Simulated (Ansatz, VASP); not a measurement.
# Cross-check of Zn44Se14S29 between VASP and Ansatz, part 2 of 2

Wanted: the spread between two codes on one cell, functional and k mesh. Of the first pair: The structure shown is the start of the Ansatz relaxation below; VASP solves that cell, so the two are compared at the walk's first step.

VASP 6.6.1 and Ansatz 0.2.0.

So far: The starting structure; Ansatz: relaxation, PBE.

## 3. VASP: single point, PBE, start cell, pair 1

Level of this step: PBE; plane waves and PAW (Zn, Se, S) (VASP).

The same cell, functional, mesh and smearing now go to VASP, with its own data sets.

Lines of VASP's logs that name or quote its potential files are left out, and so is its time.

INCAR

```
SYSTEM = Zn44Se14S29
PREC = Accurate
ENCUT = 400
EDIFF = 1E-06
NELM = 120
ISMEAR = 0
SIGMA = 0.025
LREAL = Auto
ALGO = Normal
GGA = PE
NBANDS = 456
LORBIT = 11
LWAVE = .FALSE.
LCHARG = .FALSE.
ISIF = 2
LASPH = .TRUE.
GGA_COMPAT = .FALSE.
EFERMI = MIDGAP
NCORE = 2
```

POSCAR

```
Zn44Se14S29
1.0
   12.2405000000      0.0000000000      0.0000000000
    0.0000000000     12.2405000000      0.0000000000
    0.0000000000      0.0000000000     12.2405000000
Zn Se S
44 14 29
Direct
    0.9407295454      0.8855765696      0.8483722070
    0.2169764307      0.8612066501      0.9207875495
    0.7349863159      0.9219721417      0.6228830522
    0.8671132715      0.0585923778      0.1197009926
    0.5680568604      0.1240635595      0.1686123933
    0.3100281851      0.2227033209      0.6486989911
    0.2412728238      0.5948204730      0.1328132021
    0.8809035579      0.1349127895      0.6471467669
    0.5899105429      0.1966831420      0.7076590009
    0.5305829010      0.3071361464      0.4243290715
    0.3624034966      0.0345329031      0.4030962787
    0.2657816266      0.6723499857      0.6983865038
    0.3179363588      0.3108124668      0.1986928639
    0.4523262939      0.9027490707      0.7243086475
    0.7020383154      0.1017360402      0.3645929496
    0.0276622687      0.3544789837      0.0958212491
    0.5312609779      0.5511621257      0.2380131531
    0.0784608472      0.2344675463      0.3992238879
    0.7752379396      0.3547240717      0.2581675585
    0.9932110616      0.5340713206      0.3334422613
    0.2103999020      0.7894938932      0.3794779625
    0.8178097300      0.3745680324      0.8278665087
    0.5016216658      0.7431314080      0.4874800866
    0.7390874556      0.5054205302      0.5178791716
    0.4130468527      0.8547935133      0.1602630611
    0.1398308893      0.9768636902      0.6186266901
    0.9728687554      0.7068011928      0.6044197541
    0.4721865937      0.6571790368      0.9435889057
    0.2948327274      0.4877333442      0.4438707569
    0.0008332993      0.7828111597      0.1541195213
    0.0759772885      0.1583922225      0.8556104734
    0.0527511131      0.4106368204      0.6454229811
    0.5118418365      0.4739920755      0.6985417262
    0.6651198889      0.0554307422      0.8998080144
    0.7175523876      0.6802418202      0.7644458968
    0.7843388750      0.5706302847      0.0700298190
    0.2719415057      0.4067317512      0.8966218700
    0.7232711082      0.8347779911      0.0333401413
    0.5700584126      0.3663412442      0.9833666925
    0.7832768269      0.7574037008      0.3483599526
    0.0150402353      0.5974429149      0.8931007720
    0.9499938728      0.9511294473      0.4018626690
    0.1549691598      0.0411992974      0.1612515829
    0.3661860218      0.1119480413      0.9377803194
    0.2328336261      0.1581961521      0.2978963278
    0.1567011152      0.5222825865      0.7768881990
    0.4465013684      0.2367060169      0.0674482252
    0.1528859115      0.7833340141      0.5733834402
    0.9395694620      0.5292594257      0.5261876557
    0.6346227687      0.6364527593      0.3896000980
    0.3998611168      0.5935133369      0.5772068134
    0.1917895511      0.3369388505      0.5283771088
    0.0290102528      0.1576079409      0.0505779993
    0.7059515543      0.1083860953      0.5638331767
    0.5755238757      0.9503206568      0.0701360239
    0.7891180916      0.9460479556      0.2819410972
    0.1807605898      0.6009966913      0.3230586986
    0.1240063723      0.7103304604      0.0175319636
    0.8591724194      0.8241738491      0.5137862015
    0.0152117969      0.0872513378      0.5157387362
    0.7019566194      0.5004615825      0.7066868183
    0.3910134390      0.8506760345      0.3558024590
    0.8833871165      0.6502593848      0.2210612312
    0.5153465953      0.1299865202      0.3506311017
    0.7461459908      0.1857767248      0.1809811691
    0.9712511744      0.3538417548      0.2780115191
    0.9597483763      0.2749479188      0.7453208611
    0.4765736694      0.3081083289      0.6125566766
    0.2939422409      0.9705567583      0.0539030268
    0.2094195499      0.4153588497      0.0782320984
    0.3600179731      0.7737429027      0.8302602018
    0.4999223888      0.0599403619      0.8115763245
    0.8076875945      0.0001388832      0.7870185041
    0.6794493689      0.2548833789      0.8725623953
    0.8972590989      0.8919161799      0.0335198726
    0.6671704587      0.6804215514      0.9500102120
    0.4513541114      0.4778562967      0.8803071770
    0.9082472121      0.7118581757      0.7825497324
    0.5952698011      0.8006127201      0.6513867898
    0.4194926678      0.6660675626      0.1260406029
    0.4190433397      0.4185123157      0.3189167109
    0.2528899963      0.2272211102      0.8320411748
    0.6564110943      0.4517462522      0.1353866264
    0.7139741024      0.3434418529      0.4324496548
    0.9101017115      0.4620889670      0.9751235652
    0.1034026388      0.9721498305      0.8081205833
    0.0874637474      0.8972917773      0.2769086230
```

KPOINTS

```
Automatic mesh
0
Gamma
1 1 1
0 0 0
```

PAW data sets: Zn, Se and S (PBE family, release 64).

Launch:

```bash
$ mpirun -np 8 vasp_gam
```

Numbers of over 12 decimals in the logs are rounded to 6 here.

The program printed:

```text
[banner, memory and clock lines left out]
running    8 mpi-ranks, on    1 nodes
[...]
LDA part: xc-table for (Slater+PW92), standard interpolation
 POSCAR, INCAR and KPOINTS ok, starting setup
[...]
entering main loop
       N       E                     dE             d eps       ncg     rms          rms(c)
DAV:   1     0.963178432415E+04    0.96318E+04   -0.31526E+05   912   0.195E+03
DAV:   2     0.194336348236E+04   -0.76884E+04   -0.75208E+04   912   0.538E+02
DAV:   3    -0.393542444392E+02   -0.19827E+04   -0.18587E+04   984   0.218E+02
DAV:   4    -0.281639828841E+03   -0.24229E+03   -0.23912E+03  1032   0.781E+01
[...]
DAV:  18    -0.271839067455E+03   -0.36669E-05   -0.28046E-05  1072   0.261E-02    0.210E-02
DAV:  19    -0.271839069411E+03   -0.19558E-05   -0.13033E-05  1128   0.160E-02    0.742E-03
DAV:  20    -0.271839070007E+03   -0.59603E-06   -0.29088E-06   680   0.882E-03
   1 F= -.27183907E+03 E0= -.27183907E+03  d E =0.000000E+00
```

OUTCAR, selected parts (step 3):

```text
  FREE ENERGIE OF THE ION-ELECTRON SYSTEM (eV)
  ---------------------------------------------------
  free  energy   TOTEN  =      -271.8390700067 eV

  energy  without entropy=     -271.8390700067  energy(sigma->0) =     -271.83907001
```

The run ends at a pressure of 2.07 GPa, with forces up to 0.84 eV/Å.

## 4. Comparison

Known differences besides the potentials themselves: the data sets hold 926 valence electrons in Ansatz (on its default PAW (the set named soft_2) files) and 786 in VASP; the cutoff is 420 eV in Ansatz and 400 eV in VASP (PREC = Accurate, projectors in real space). Total energies have different zeros and are not compared.

Forces on 10 of the 87 atoms, those with the largest forces and the largest differences (eV/Å; atoms numbered as in POSCAR):

| atom | Ansatz x, y, z | VASP x, y, z |
| --- | --- | --- |
| Zn11 | -0.178, 0.045, 0.321 | -0.188, 0.047, 0.333 |
| Zn14 | 0.263, -0.204, 0.281 | 0.251, -0.202, 0.272 |
| Zn26 | 0.327, 0.247, -0.059 | 0.338, 0.258, -0.063 |
| Se48 | 0.322, 0.260, -0.007 | 0.332, 0.252, -0.019 |
| Se54 | -0.067, -0.021, -0.007 | -0.085, -0.010, -0.015 |
| Se56 | -0.010, 0.002, -0.007 | -0.011, 0.004, -0.028 |
| S62 | -0.038, 0.218, 0.294 | -0.029, 0.214, 0.294 |
| S68 | -0.168, -0.269, -0.050 | -0.175, -0.264, -0.057 |
| S72 | -0.580, -0.141, -0.573 | -0.591, -0.141, -0.577 |
| S84 | -0.009, -0.034, 0.008 | 0.000, -0.045, 0.019 |

The forces differ by 5.6 meV/Å r.m.s., which is 6.1 % of the r.m.s. force of 0.092 eV/Å (both taken over all components).

## 5. Ansatz: relaxation, PBE

This run makes the geometry at which the two programs are then compared.

The structure compared here is the end of the Ansatz relaxation.

This is the run of step 2 again, met here at its other cell.

## 6. VASP: single point, PBE, relaxed atoms in a fixed cell, pair 2

The same cell, functional, mesh and smearing now go to VASP, with its own data sets.

INCAR is that of step 3.

POSCAR

```
Zn44Se14S29
1.0
   12.2405000000      0.0000000000      0.0000000000
    0.0000000000     12.2405000000      0.0000000000
    0.0000000000      0.0000000000     12.2405000000
Zn Se S
44 14 29
Direct
    0.9465000000      0.8904100000      0.8445700000
    0.2153400000      0.8642600000      0.9207500000
    0.7422700000      0.9200500000      0.6240100000
    0.8633600000      0.0613700000      0.1195200000
    0.5596100000      0.1191900000      0.1731000000
    0.2984200000      0.1935200000      0.6246600000
    0.2414400000      0.5957300000      0.1328300000
    0.8845100000      0.1357800000      0.6433600000
    0.5889600000      0.1931300000      0.6990900000
    0.5294900000      0.3045900000      0.4258200000
    0.3416100000      0.0533000000      0.4410900000
    0.2686700000      0.6721200000      0.6968900000
    0.3154700000      0.3114100000      0.1979000000
    0.4862100000      0.8712200000      0.7621600000
    0.6928000000      0.0961800000      0.3639100000
    0.0267500000      0.3566400000      0.0933400000
    0.5319500000      0.5513100000      0.2421000000
    0.0702100000      0.2418800000      0.3941800000
    0.7704400000      0.3541200000      0.2594900000
    0.9923700000      0.5371700000      0.3340500000
    0.2111900000      0.7916800000      0.3821800000
    0.8140300000      0.3695500000      0.8259900000
    0.4968100000      0.7444500000      0.4867900000
    0.7426100000      0.5077900000      0.5191600000
    0.4100200000      0.8610100000      0.1704500000
    0.1788700000      0.0094000000      0.6028300000
    0.9864000000      0.7187100000      0.6053100000
    0.4750000000      0.6502000000      0.9538700000
    0.2936300000      0.4865800000      0.4424000000
    0.0000200000      0.7846500000      0.1521900000
    0.0784400000      0.1566600000      0.8558100000
    0.0510200000      0.4115700000      0.6449300000
    0.5090500000      0.4652300000      0.6986200000
    0.6544300000      0.0546700000      0.8908000000
    0.7256100000      0.6719900000      0.7667300000
    0.7843900000      0.5691800000      0.0704600000
    0.2721100000      0.4020100000      0.8909900000
    0.7261300000      0.8374200000      0.0333100000
    0.5676500000      0.3611500000      0.9858500000
    0.7852400000      0.7574600000      0.3489200000
    0.0159400000      0.5965000000      0.8925400000
    0.9510300000      0.9553900000      0.3990100000
    0.1539600000      0.0429800000      0.1630700000
    0.3628100000      0.1091200000      0.9316600000
    0.2273900000      0.1626400000      0.2997100000
    0.1575800000      0.5226200000      0.7752200000
    0.4418500000      0.2314700000      0.0661100000
    0.1677000000      0.8028300000      0.5781600000
    0.9429700000      0.5386800000      0.5283500000
    0.6345400000      0.6394400000      0.3924400000
    0.4014000000      0.5905000000      0.5769800000
    0.1872700000      0.3383900000      0.5248800000
    0.0276500000      0.1588500000      0.0504100000
    0.7084000000      0.1053500000      0.5614700000
    0.5735800000      0.9517400000      0.0608100000
    0.7866000000      0.9444100000      0.2803500000
    0.1809700000      0.6037400000      0.3236600000
    0.1241300000      0.7108200000      0.0167900000
    0.8659400000      0.8266400000      0.5118700000
    0.0179500000      0.0923500000      0.5109100000
    0.7008600000      0.4935400000      0.7073300000
    0.3878600000      0.8669000000      0.3707600000
    0.8831400000      0.6516500000      0.2196000000
    0.5047100000      0.1258200000      0.3578200000
    0.7383600000      0.1842300000      0.1846700000
    0.9658700000      0.3588800000      0.2744800000
    0.9594300000      0.2748700000      0.7455900000
    0.4649000000      0.2985600000      0.6105500000
    0.2928800000      0.9712600000      0.0558300000
    0.2095200000      0.4160500000      0.0747800000
    0.3598100000      0.7632300000      0.8408900000
    0.4857900000      0.0515000000      0.7928100000
    0.8080900000      0.0025100000      0.7865900000
    0.6722400000      0.2499000000      0.8688800000
    0.8999400000      0.8961100000      0.0307900000
    0.6697100000      0.6806000000      0.9513000000
    0.4516800000      0.4745700000      0.8818700000
    0.9133800000      0.7143200000      0.7815600000
    0.6088600000      0.7899900000      0.6524400000
    0.4200100000      0.6708100000      0.1347000000
    0.4189800000      0.4172200000      0.3184100000
    0.2541600000      0.2230400000      0.8195700000
    0.6543800000      0.4515900000      0.1352900000
    0.7124700000      0.3456200000      0.4352200000
    0.9080400000      0.4613000000      0.9721300000
    0.1118000000      0.9748800000      0.7982500000
    0.0876100000      0.8973700000      0.2759000000
```

KPOINTS is that of step 3.

Launch:

```bash
$ mpirun -np 8 vasp_gam
```

The program printed:

```text
[... set-up lines as in an earlier step ...]
 entering main loop
       N       E                     dE             d eps       ncg     rms          rms(c)
DAV:   1     0.954886984774E+04    0.95489E+04   -0.31602E+05   912   0.195E+03
DAV:   2     0.192150976074E+04   -0.76274E+04   -0.74633E+04   912   0.536E+02
DAV:   3    -0.458636227335E+02   -0.19674E+04   -0.18485E+04   992   0.217E+02
DAV:   4    -0.283106271926E+03   -0.23724E+03   -0.23415E+03  1032   0.771E+01
[...]
DAV:  19    -0.273068382200E+03   -0.14685E-05   -0.89516E-06   992   0.125E-02    0.899E-03
DAV:  20    -0.273068383297E+03   -0.10963E-05   -0.16307E-06   576   0.739E-03    0.446E-03
DAV:  21    -0.273068383175E+03    0.12208E-06   -0.11227E-06   568   0.515E-03
   1 F= -.27306838E+03 E0= -.27306838E+03  d E =0.000000E+00
```

From OUTCAR (step 6):

```text
  FREE ENERGIE OF THE ION-ELECTRON SYSTEM (eV)
  ---------------------------------------------------
  free  energy   TOTEN  =      -273.0683831746 eV

  energy  without entropy=     -273.0683831746  energy(sigma->0) =     -273.06838317
```

The run ends at a pressure of 1.24 GPa, with forces up to 0.052 eV/Å.

## 7. Differences

What differs besides the data sets and the points named for the pairs above, as far as they apply: the data sets hold 926 valence electrons in Ansatz (on its default PAW (the set named soft_2) files) and 786 in VASP. Total energies have different zeros and are not compared.

Both answers:

| quantity | Ansatz | VASP | difference |
| --- | --- | --- | --- |
| gap on the k mesh (eV) | 1.346 | 1.343 | +0.003 |

The largest component of a force difference here is 24 meV/Å. A gap on the mesh is an upper bound, since the band edges may lie between its points.

## 8. Summary of results

* r.m.s. force difference (single point, PBE, start cell, pair 1): 5.6 meV/Å
* difference in gap on the k mesh (single point, PBE, relaxed atoms in a fixed cell, pair 2): 0.0029 eV

In words: The r.m.s. force difference is 5.6 meV/Å (single point, PBE, start cell, pair 1), within the 12 meV/Å picked in this series as the mark of a large difference. The data sets hold unlike numbers of valence electrons (926 in Ansatz and 786 in VASP), so part of the differences may come from the potentials. How closely two codes agree says nothing of how well the functional describes the real material.

[Lines on the potential files, build, host, timing and source positions are cut from VASP's logs without a mark.]

[Logs are printed without paths, hosts, clocks, repeated set-up lines and the standing remarks that a program may print on its own settings, such as how far it seeks lower states.]

[Hosts, paths, dates, database ids (printed as entryN), source tags and the programs' standing remarks are cut or masked in the printed files.]
